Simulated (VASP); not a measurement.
Here is a VASP 6.6.1 calculation.

File INCAR:

```
PREC = Accurate ; ENCUT = 520
EDIFF = 1E-7 ; ISMEAR = -1
SIGMA = 0.05 ; LREAL = F
LASPH = T ; NELM = 80
ALGO = Normal ; ISIF = 2
LWAVE = F ; LCHARG = F
GGA = PS ; NBANDS = 20
```

File KPOINTS:

```
regular mesh
0
Gamma
  8 8 8
```

The input POSCAR:

```
GaGe
1.0
    0.0000000000      2.8978440000      2.8978440000
    2.8978440000      0.0000000000      2.8978440000
    2.8978440000      2.8978440000      0.0000000000
Ge Ga
1 1
Direct
   -0.0072340000     -0.0102740000      0.0253490000
    0.2399690000      0.2466220000      0.2642740000
```

Potentials or basis: VASP PAW PBE potentials, release 64 (Ge_d, Ga_d).

Run with:

```bash
$ cat potpaw_PBE.64/Ge_d/POTCAR potpaw_PBE.64/Ga_d/POTCAR > POTCAR
$ mpirun -np 1 vasp_std > vasp.out
```

**Question.** Estimate the band gap on the k mesh.

**Answer.** None (metal or under the smearing width).

**Question.** Predict the pressure.

**Answer.** -2.4 GPa.

**Question.** Estimate the largest force.

**Answer.** 0.200 eV/Å.

Forces in eV/Å, atoms in the order of the input:
```
Ge  -0.048 -0.188  0.047
Ga   0.048  0.188 -0.047
```

Caveat: the PAW data sets were made with another functional, which shifts forces and pressure a little.
